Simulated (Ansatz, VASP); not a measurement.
# Cross-check of Ge (Germanium) between VASP and Ansatz, part 2 of 4

Wanted: the spread between two codes on one cell, functional and k mesh. Of the first pair: The structure shown is the start of the Ansatz relaxation below; VASP solves that cell, so the two are compared at the walk's first step.

VASP 6.6.1 and Ansatz 0.2.0.

So far: Set-up; Ansatz: relaxation, r2SCAN.

**3. VASP: single point, r2SCAN, start cell, pair 1**

Level of this step: r2SCAN; plane waves and PAW (Ge_d) (VASP).

The same cell, functional, mesh and smearing now go to VASP, with its own data sets.

Lines of VASP's logs that name or quote its potential files are left out, and so is its time.

Input file INCAR:

```
SYSTEM = Ge
PREC = Accurate
ENCUT = 450
EDIFF = 1E-06
NELM = 120
ISMEAR = 0
SIGMA = 0.02
LREAL = .FALSE.
ALGO = Normal
METAGGA = R2SCAN
LASPH = .TRUE.
NBANDS = 20
LORBIT = 11
LWAVE = .FALSE.
LCHARG = .FALSE.
ISIF = 2
ISYM = 2
GGA_COMPAT = .FALSE.
EFERMI = MIDGAP
LMIXTAU = .TRUE.
KPAR = 2
```

Input file POSCAR:

```
Ge
1.0
    0.0141850000      2.8511050000      2.8369210000
    2.8511050000      0.0141850000      2.8369210000
    2.8652900000      2.8652900000      0.0000000000
Ge
2
Direct
    0.4999837852      0.4999837852      0.4999841063
    0.7500159504      0.7500159504      0.7500161581
```

Input file KPOINTS:

```
Points of the shifted mesh
1728
Reciprocal
 0.0416666667  0.0416666667  0.0416666667 1
 0.0416666667  0.0416666667  0.1250000000 1
 0.0416666667  0.0416666667  0.2083333333 1
 0.0416666667  0.0416666667  0.2916666667 1
 0.0416666667  0.0416666667  0.3750000000 1
 0.0416666667  0.0416666667  0.4583333333 1
 0.0416666667  0.0416666667  0.5416666667 1
 0.0416666667  0.0416666667  0.6250000000 1
 0.0416666667  0.0416666667  0.7083333333 1
 0.0416666667  0.0416666667  0.7916666667 1
 0.0416666667  0.0416666667  0.8750000000 1
 0.0416666667  0.0416666667  0.9583333333 1
 0.0416666667  0.1250000000  0.0416666667 1
 0.0416666667  0.1250000000  0.1250000000 1
 0.0416666667  0.1250000000  0.2083333333 1
 0.0416666667  0.1250000000  0.2916666667 1
 0.0416666667  0.1250000000  0.3750000000 1
 0.0416666667  0.1250000000  0.4583333333 1
 0.0416666667  0.1250000000  0.5416666667 1
 0.0416666667  0.1250000000  0.6250000000 1
 0.0416666667  0.1250000000  0.7083333333 1
 0.0416666667  0.1250000000  0.7916666667 1
 0.0416666667  0.1250000000  0.8750000000 1
 0.0416666667  0.1250000000  0.9583333333 1
 0.0416666667  0.2083333333  0.0416666667 1
 0.0416666667  0.2083333333  0.1250000000 1
 0.0416666667  0.2083333333  0.2083333333 1
 0.0416666667  0.2083333333  0.2916666667 1
 0.0416666667  0.2083333333  0.3750000000 1
 0.0416666667  0.2083333333  0.4583333333 1
 0.0416666667  0.2083333333  0.5416666667 1
 0.0416666667  0.2083333333  0.6250000000 1
 0.0416666667  0.2083333333  0.7083333333 1
 0.0416666667  0.2083333333  0.7916666667 1
 0.0416666667  0.2083333333  0.8750000000 1
 0.0416666667  0.2083333333  0.9583333333 1
 0.0416666667  0.2916666667  0.0416666667 1
 0.0416666667  0.2916666667  0.1250000000 1
 0.0416666667  0.2916666667  0.2083333333 1
 0.0416666667  0.2916666667  0.2916666667 1
 0.0416666667  0.2916666667  0.3750000000 1
 0.0416666667  0.2916666667  0.4583333333 1
 0.0416666667  0.2916666667  0.5416666667 1
 0.0416666667  0.2916666667  0.6250000000 1
 0.0416666667  0.2916666667  0.7083333333 1
 0.0416666667  0.2916666667  0.7916666667 1
 0.0416666667  0.2916666667  0.8750000000 1
 0.0416666667  0.2916666667  0.9583333333 1
 0.0416666667  0.3750000000  0.0416666667 1
 0.0416666667  0.3750000000  0.1250000000 1
 0.0416666667  0.3750000000  0.2083333333 1
 0.0416666667  0.3750000000  0.2916666667 1
 0.0416666667  0.3750000000  0.3750000000 1
 0.0416666667  0.3750000000  0.4583333333 1
 0.0416666667  0.3750000000  0.5416666667 1
 0.0416666667  0.3750000000  0.6250000000 1
 0.0416666667  0.3750000000  0.7083333333 1
 0.0416666667  0.3750000000  0.7916666667 1
 0.0416666667  0.3750000000  0.8750000000 1
 0.0416666667  0.3750000000  0.9583333333 1
 0.0416666667  0.4583333333  0.0416666667 1
 0.0416666667  0.4583333333  0.1250000000 1
 0.0416666667  0.4583333333  0.2083333333 1
 0.0416666667  0.4583333333  0.2916666667 1
 0.0416666667  0.4583333333  0.3750000000 1
 0.0416666667  0.4583333333  0.4583333333 1
 0.0416666667  0.4583333333  0.5416666667 1
 0.0416666667  0.4583333333  0.6250000000 1
 0.0416666667  0.4583333333  0.7083333333 1
 0.0416666667  0.4583333333  0.7916666667 1
 0.0416666667  0.4583333333  0.8750000000 1
 0.0416666667  0.4583333333  0.9583333333 1
 0.0416666667  0.5416666667  0.0416666667 1
 0.0416666667  0.5416666667  0.1250000000 1
 0.0416666667  0.5416666667  0.2083333333 1
 0.0416666667  0.5416666667  0.2916666667 1
 0.0416666667  0.5416666667  0.3750000000 1
 0.0416666667  0.5416666667  0.4583333333 1
 0.0416666667  0.5416666667  0.5416666667 1
 0.0416666667  0.5416666667  0.6250000000 1
 0.0416666667  0.5416666667  0.7083333333 1
 0.0416666667  0.5416666667  0.7916666667 1
 0.0416666667  0.5416666667  0.8750000000 1
 0.0416666667  0.5416666667  0.9583333333 1
 0.0416666667  0.6250000000  0.0416666667 1
 0.0416666667  0.6250000000  0.1250000000 1
 0.0416666667  0.6250000000  0.2083333333 1
 0.0416666667  0.6250000000  0.2916666667 1
 0.0416666667  0.6250000000  0.3750000000 1
 0.0416666667  0.6250000000  0.4583333333 1
 0.0416666667  0.6250000000  0.5416666667 1
 0.0416666667  0.6250000000  0.6250000000 1
 0.0416666667  0.6250000000  0.7083333333 1
 0.0416666667  0.6250000000  0.7916666667 1
 0.0416666667  0.6250000000  0.8750000000 1
 0.0416666667  0.6250000000  0.9583333333 1
 0.0416666667  0.7083333333  0.0416666667 1
 0.0416666667  0.7083333333  0.1250000000 1
 0.0416666667  0.7083333333  0.2083333333 1
 0.0416666667  0.7083333333  0.2916666667 1
 0.0416666667  0.7083333333  0.3750000000 1
 0.0416666667  0.7083333333  0.4583333333 1
 0.0416666667  0.7083333333  0.5416666667 1
 0.0416666667  0.7083333333  0.6250000000 1
 0.0416666667  0.7083333333  0.7083333333 1
 0.0416666667  0.7083333333  0.7916666667 1
 0.0416666667  0.7083333333  0.8750000000 1
 0.0416666667  0.7083333333  0.9583333333 1
 0.0416666667  0.7916666667  0.0416666667 1
 0.0416666667  0.7916666667  0.1250000000 1
 0.0416666667  0.7916666667  0.2083333333 1
 0.0416666667  0.7916666667  0.2916666667 1
[... 1390 lines left out ...]
 0.8750000000  0.4583333333  0.1250000000 1
 0.8750000000  0.4583333333  0.2083333333 1
 0.8750000000  0.4583333333  0.2916666667 1
 0.8750000000  0.4583333333  0.3750000000 1
 0.8750000000  0.4583333333  0.4583333333 1
 0.8750000000  0.4583333333  0.5416666667 1
 0.8750000000  0.4583333333  0.6250000000 1
 0.8750000000  0.4583333333  0.7083333333 1
 0.8750000000  0.4583333333  0.7916666667 1
 0.8750000000  0.4583333333  0.8750000000 1
 0.8750000000  0.4583333333  0.9583333333 1
 0.8750000000  0.5416666667  0.0416666667 1
 0.8750000000  0.5416666667  0.1250000000 1
 0.8750000000  0.5416666667  0.2083333333 1
 0.8750000000  0.5416666667  0.2916666667 1
 0.8750000000  0.5416666667  0.3750000000 1
 0.8750000000  0.5416666667  0.4583333333 1
 0.8750000000  0.5416666667  0.5416666667 1
 0.8750000000  0.5416666667  0.6250000000 1
 0.8750000000  0.5416666667  0.7083333333 1
 0.8750000000  0.5416666667  0.7916666667 1
 0.8750000000  0.5416666667  0.8750000000 1
 0.8750000000  0.5416666667  0.9583333333 1
 0.8750000000  0.6250000000  0.0416666667 1
 0.8750000000  0.6250000000  0.1250000000 1
 0.8750000000  0.6250000000  0.2083333333 1
 0.8750000000  0.6250000000  0.2916666667 1
 0.8750000000  0.6250000000  0.3750000000 1
 0.8750000000  0.6250000000  0.4583333333 1
 0.8750000000  0.6250000000  0.5416666667 1
 0.8750000000  0.6250000000  0.6250000000 1
 0.8750000000  0.6250000000  0.7083333333 1
 0.8750000000  0.6250000000  0.7916666667 1
 0.8750000000  0.6250000000  0.8750000000 1
 0.8750000000  0.6250000000  0.9583333333 1
 0.8750000000  0.7083333333  0.0416666667 1
 0.8750000000  0.7083333333  0.1250000000 1
 0.8750000000  0.7083333333  0.2083333333 1
 0.8750000000  0.7083333333  0.2916666667 1
 0.8750000000  0.7083333333  0.3750000000 1
 0.8750000000  0.7083333333  0.4583333333 1
 0.8750000000  0.7083333333  0.5416666667 1
 0.8750000000  0.7083333333  0.6250000000 1
 0.8750000000  0.7083333333  0.7083333333 1
 0.8750000000  0.7083333333  0.7916666667 1
 0.8750000000  0.7083333333  0.8750000000 1
 0.8750000000  0.7083333333  0.9583333333 1
 0.8750000000  0.7916666667  0.0416666667 1
 0.8750000000  0.7916666667  0.1250000000 1
 0.8750000000  0.7916666667  0.2083333333 1
 0.8750000000  0.7916666667  0.2916666667 1
 0.8750000000  0.7916666667  0.3750000000 1
 0.8750000000  0.7916666667  0.4583333333 1
 0.8750000000  0.7916666667  0.5416666667 1
 0.8750000000  0.7916666667  0.6250000000 1
 0.8750000000  0.7916666667  0.7083333333 1
 0.8750000000  0.7916666667  0.7916666667 1
 0.8750000000  0.7916666667  0.8750000000 1
 0.8750000000  0.7916666667  0.9583333333 1
 0.8750000000  0.8750000000  0.0416666667 1
 0.8750000000  0.8750000000  0.1250000000 1
 0.8750000000  0.8750000000  0.2083333333 1
 0.8750000000  0.8750000000  0.2916666667 1
 0.8750000000  0.8750000000  0.3750000000 1
 0.8750000000  0.8750000000  0.4583333333 1
 0.8750000000  0.8750000000  0.5416666667 1
 0.8750000000  0.8750000000  0.6250000000 1
 0.8750000000  0.8750000000  0.7083333333 1
 0.8750000000  0.8750000000  0.7916666667 1
 0.8750000000  0.8750000000  0.8750000000 1
 0.8750000000  0.8750000000  0.9583333333 1
 0.8750000000  0.9583333333  0.0416666667 1
 0.8750000000  0.9583333333  0.1250000000 1
 0.8750000000  0.9583333333  0.2083333333 1
 0.8750000000  0.9583333333  0.2916666667 1
 0.8750000000  0.9583333333  0.3750000000 1
 0.8750000000  0.9583333333  0.4583333333 1
 0.8750000000  0.9583333333  0.5416666667 1
 0.8750000000  0.9583333333  0.6250000000 1
 0.8750000000  0.9583333333  0.7083333333 1
 0.8750000000  0.9583333333  0.7916666667 1
 0.8750000000  0.9583333333  0.8750000000 1
 0.8750000000  0.9583333333  0.9583333333 1
 0.9583333333  0.0416666667  0.0416666667 1
 0.9583333333  0.0416666667  0.1250000000 1
 0.9583333333  0.0416666667  0.2083333333 1
 0.9583333333  0.0416666667  0.2916666667 1
 0.9583333333  0.0416666667  0.3750000000 1
 0.9583333333  0.0416666667  0.4583333333 1
 0.9583333333  0.0416666667  0.5416666667 1
 0.9583333333  0.0416666667  0.6250000000 1
 0.9583333333  0.0416666667  0.7083333333 1
 0.9583333333  0.0416666667  0.7916666667 1
 0.9583333333  0.0416666667  0.8750000000 1
 0.9583333333  0.0416666667  0.9583333333 1
 0.9583333333  0.1250000000  0.0416666667 1
 0.9583333333  0.1250000000  0.1250000000 1
 0.9583333333  0.1250000000  0.2083333333 1
 0.9583333333  0.1250000000  0.2916666667 1
 0.9583333333  0.1250000000  0.3750000000 1
 0.9583333333  0.1250000000  0.4583333333 1
 0.9583333333  0.1250000000  0.5416666667 1
 0.9583333333  0.1250000000  0.6250000000 1
 0.9583333333  0.1250000000  0.7083333333 1
 0.9583333333  0.1250000000  0.7916666667 1
 0.9583333333  0.1250000000  0.8750000000 1
 0.9583333333  0.1250000000  0.9583333333 1
 0.9583333333  0.2083333333  0.0416666667 1
 0.9583333333  0.2083333333  0.1250000000 1
 0.9583333333  0.2083333333  0.2083333333 1
 0.9583333333  0.2083333333  0.2916666667 1
 0.9583333333  0.2083333333  0.3750000000 1
 0.9583333333  0.2083333333  0.4583333333 1
 0.9583333333  0.2083333333  0.5416666667 1
 0.9583333333  0.2083333333  0.6250000000 1
 0.9583333333  0.2083333333  0.7083333333 1
 0.9583333333  0.2083333333  0.7916666667 1
 0.9583333333  0.2083333333  0.8750000000 1
 0.9583333333  0.2083333333  0.9583333333 1
 0.9583333333  0.2916666667  0.0416666667 1
 0.9583333333  0.2916666667  0.1250000000 1
 0.9583333333  0.2916666667  0.2083333333 1
 0.9583333333  0.2916666667  0.2916666667 1
 0.9583333333  0.2916666667  0.3750000000 1
 0.9583333333  0.2916666667  0.4583333333 1
 0.9583333333  0.2916666667  0.5416666667 1
 0.9583333333  0.2916666667  0.6250000000 1
 0.9583333333  0.2916666667  0.7083333333 1
 0.9583333333  0.2916666667  0.7916666667 1
 0.9583333333  0.2916666667  0.8750000000 1
 0.9583333333  0.2916666667  0.9583333333 1
 0.9583333333  0.3750000000  0.0416666667 1
 0.9583333333  0.3750000000  0.1250000000 1
 0.9583333333  0.3750000000  0.2083333333 1
 0.9583333333  0.3750000000  0.2916666667 1
 0.9583333333  0.3750000000  0.3750000000 1
 0.9583333333  0.3750000000  0.4583333333 1
 0.9583333333  0.3750000000  0.5416666667 1
 0.9583333333  0.3750000000  0.6250000000 1
 0.9583333333  0.3750000000  0.7083333333 1
 0.9583333333  0.3750000000  0.7916666667 1
 0.9583333333  0.3750000000  0.8750000000 1
 0.9583333333  0.3750000000  0.9583333333 1
 0.9583333333  0.4583333333  0.0416666667 1
 0.9583333333  0.4583333333  0.1250000000 1
 0.9583333333  0.4583333333  0.2083333333 1
 0.9583333333  0.4583333333  0.2916666667 1
 0.9583333333  0.4583333333  0.3750000000 1
 0.9583333333  0.4583333333  0.4583333333 1
 0.9583333333  0.4583333333  0.5416666667 1
 0.9583333333  0.4583333333  0.6250000000 1
 0.9583333333  0.4583333333  0.7083333333 1
 0.9583333333  0.4583333333  0.7916666667 1
 0.9583333333  0.4583333333  0.8750000000 1
 0.9583333333  0.4583333333  0.9583333333 1
 0.9583333333  0.5416666667  0.0416666667 1
 0.9583333333  0.5416666667  0.1250000000 1
 0.9583333333  0.5416666667  0.2083333333 1
 0.9583333333  0.5416666667  0.2916666667 1
 0.9583333333  0.5416666667  0.3750000000 1
 0.9583333333  0.5416666667  0.4583333333 1
 0.9583333333  0.5416666667  0.5416666667 1
 0.9583333333  0.5416666667  0.6250000000 1
 0.9583333333  0.5416666667  0.7083333333 1
 0.9583333333  0.5416666667  0.7916666667 1
 0.9583333333  0.5416666667  0.8750000000 1
 0.9583333333  0.5416666667  0.9583333333 1
 0.9583333333  0.6250000000  0.0416666667 1
 0.9583333333  0.6250000000  0.1250000000 1
 0.9583333333  0.6250000000  0.2083333333 1
 0.9583333333  0.6250000000  0.2916666667 1
 0.9583333333  0.6250000000  0.3750000000 1
 0.9583333333  0.6250000000  0.4583333333 1
 0.9583333333  0.6250000000  0.5416666667 1
 0.9583333333  0.6250000000  0.6250000000 1
 0.9583333333  0.6250000000  0.7083333333 1
 0.9583333333  0.6250000000  0.7916666667 1
 0.9583333333  0.6250000000  0.8750000000 1
 0.9583333333  0.6250000000  0.9583333333 1
 0.9583333333  0.7083333333  0.0416666667 1
 0.9583333333  0.7083333333  0.1250000000 1
 0.9583333333  0.7083333333  0.2083333333 1
 0.9583333333  0.7083333333  0.2916666667 1
 0.9583333333  0.7083333333  0.3750000000 1
 0.9583333333  0.7083333333  0.4583333333 1
 0.9583333333  0.7083333333  0.5416666667 1
 0.9583333333  0.7083333333  0.6250000000 1
 0.9583333333  0.7083333333  0.7083333333 1
 0.9583333333  0.7083333333  0.7916666667 1
 0.9583333333  0.7083333333  0.8750000000 1
 0.9583333333  0.7083333333  0.9583333333 1
 0.9583333333  0.7916666667  0.0416666667 1
 0.9583333333  0.7916666667  0.1250000000 1
 0.9583333333  0.7916666667  0.2083333333 1
 0.9583333333  0.7916666667  0.2916666667 1
 0.9583333333  0.7916666667  0.3750000000 1
 0.9583333333  0.7916666667  0.4583333333 1
 0.9583333333  0.7916666667  0.5416666667 1
 0.9583333333  0.7916666667  0.6250000000 1
 0.9583333333  0.7916666667  0.7083333333 1
 0.9583333333  0.7916666667  0.7916666667 1
 0.9583333333  0.7916666667  0.8750000000 1
 0.9583333333  0.7916666667  0.9583333333 1
 0.9583333333  0.8750000000  0.0416666667 1
 0.9583333333  0.8750000000  0.1250000000 1
 0.9583333333  0.8750000000  0.2083333333 1
 0.9583333333  0.8750000000  0.2916666667 1
 0.9583333333  0.8750000000  0.3750000000 1
 0.9583333333  0.8750000000  0.4583333333 1
 0.9583333333  0.8750000000  0.5416666667 1
 0.9583333333  0.8750000000  0.6250000000 1
 0.9583333333  0.8750000000  0.7083333333 1
 0.9583333333  0.8750000000  0.7916666667 1
 0.9583333333  0.8750000000  0.8750000000 1
 0.9583333333  0.8750000000  0.9583333333 1
 0.9583333333  0.9583333333  0.0416666667 1
 0.9583333333  0.9583333333  0.1250000000 1
 0.9583333333  0.9583333333  0.2083333333 1
 0.9583333333  0.9583333333  0.2916666667 1
 0.9583333333  0.9583333333  0.3750000000 1
 0.9583333333  0.9583333333  0.4583333333 1
 0.9583333333  0.9583333333  0.5416666667 1
 0.9583333333  0.9583333333  0.6250000000 1
 0.9583333333  0.9583333333  0.7083333333 1
 0.9583333333  0.9583333333  0.7916666667 1
 0.9583333333  0.9583333333  0.8750000000 1
 0.9583333333  0.9583333333  0.9583333333 1
```

Potentials, in the order of the species: Ge_d (PBE family, release 64).

On the command line:

```
mpirun -np 2 vasp_std
```

Log:

```text
[banner, memory and clock lines left out]
running    2 mpi-ranks, on    1 nodes
 distrk:  each k-point on    1 cores,    2 groups
 distr:  one band on    1 cores,    1 groups

 POSCAR found type information on POSCAR Ge
 POSCAR found :  1 types and       2 ions
|                                                                             |
|               ----> ADVICE to this user running VASP <----                  |
|                                                                             |
|     You enforced a specific xc type in the INCAR file but a different       |
|     [... a line on the potential file left out ...]
|     I HOPE YOU KNOW WHAT YOU ARE DOING!                                     |
|                                                                             |

 LDA part: xc-table for (None), standard interpolation
 POSCAR, INCAR and KPOINTS ok, starting setup
 FFT: planning ... GRIDC
 FFT: planning ... GRID_SOFT
 FFT: planning ... GRID
 WAVECAR not read
 entering main loop
       N       E                     dE             d eps       ncg     rms          rms(c)
DAV:   1     0.161227688777E+03    0.16123E+03   -0.14307E+04 74244   0.363E+03
DAV:   2    -0.506647604841E+01   -0.16629E+03   -0.16197E+03 69308   0.576E+02
DAV:   3    -0.296509013383E+02   -0.24584E+02   -0.24424E+02 77944   0.144E+02
DAV:   4    -0.304273486493E+02   -0.77645E+00   -0.77598E+00 77780   0.303E+01
DAV:   5    -0.304404826852E+02   -0.13134E-01   -0.13134E-01 77296   0.428E+00    0.328E+00
DAV:   6    -0.277391854440E+02    0.27013E+01   -0.36273E-01 75200   0.105E+01    0.191E+00
DAV:   7    -0.279057400653E+02   -0.16655E+00   -0.31946E-01 91224   0.822E+00    0.320E-01
DAV:   8    -0.277493952767E+02    0.15634E+00   -0.13476E-01 71840   0.476E+00    0.124E-01
DAV:   9    -0.277430826224E+02    0.63127E-02   -0.32464E-03 80412   0.599E-01    0.119E-01
DAV:  10    -0.277417588191E+02    0.13238E-02   -0.42122E-05 77588   0.598E-02    0.121E-01
DAV:  11    -0.277347636617E+02    0.69952E-02   -0.54664E-03 70424   0.871E-01    0.116E-01
DAV:  12    -0.277374808344E+02   -0.27172E-02   -0.16132E-03 81180   0.530E-01    0.159E-01
DAV:  13    -0.277382641799E+02   -0.78335E-03   -0.26118E-04 72640   0.133E-01    0.122E-01
DAV:  14    -0.277387982944E+02   -0.53411E-03   -0.60770E-05 73216   0.692E-02    0.899E-02
DAV:  15    -0.277388190506E+02   -0.20756E-04   -0.27207E-05 59312   0.553E-02    0.447E-02
DAV:  16    -0.277390661146E+02   -0.24706E-03   -0.55278E-05 69512   0.588E-02    0.862E-03
DAV:  17    -0.277390708189E+02   -0.47042E-05   -0.37138E-06 58040   0.207E-02    0.606E-03
DAV:  18    -0.277390754806E+02   -0.46617E-05   -0.98394E-07 59028   0.942E-03    0.110E-03
DAV:  19    -0.277390779689E+02   -0.24883E-05   -0.62974E-07 55464   0.110E-02    0.164E-03
DAV:  20    -0.277390780371E+02   -0.68191E-07   -0.82921E-08 39352   0.312E-03
   1 F= -.27739078E+02 E0= -.27739078E+02  d E =-.409739E-65
```

(Continued in part 3 of 4.)

[Lines on the potential files, build, host, timing and source positions are cut from VASP's logs without a mark.]

[Logs are printed without paths, hosts, clocks, repeated set-up lines and the standing remarks that a program may print on its own settings, such as how far it seeks lower states.]

[Hosts, paths, dates, database ids (printed as entryN), source tags and the programs' standing remarks are cut or masked in the printed files.]
